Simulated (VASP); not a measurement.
Ca3Zn (space group Pm-3m): computed properties

Method: PBEsol GGA, VASP's PBE PAW potentials (set 64) (plane waves; VASP).

| Property | Result |
|---|---|
| space group | Pm-3m (221) |
| cell | a = 4.9849 Å, b = 4.9849 Å, c = 4.9849 Å, α = 90.00°, β = 90.00°, γ = 90.00° |
| volume per atom | 30.97 Å³/atom |
| band gap (over mesh and band path) | none (metal, semimetal or under 0.01 eV) |
| density | 2.49 g/cm³ |

```
Ca3Zn
1.0
    4.98487     0.00000     0.00000
    0.00000     4.98487     0.00000
    0.00000     0.00000     4.98487
Ca Zn
3 1
Direct
  0.50000   0.50000   0.00000
  0.00000   0.50000   0.50000
  0.50000   0.00000   0.50000
  0.00000   0.00000   0.00000
```

The structure comes from a computed database's Ca3Zn entry (Pm-3m); how it stands against other phases isn't given here. It was relaxed first, which changed the volume by -5 %. Symmetry was kept, so distortions that lower it aren't found.
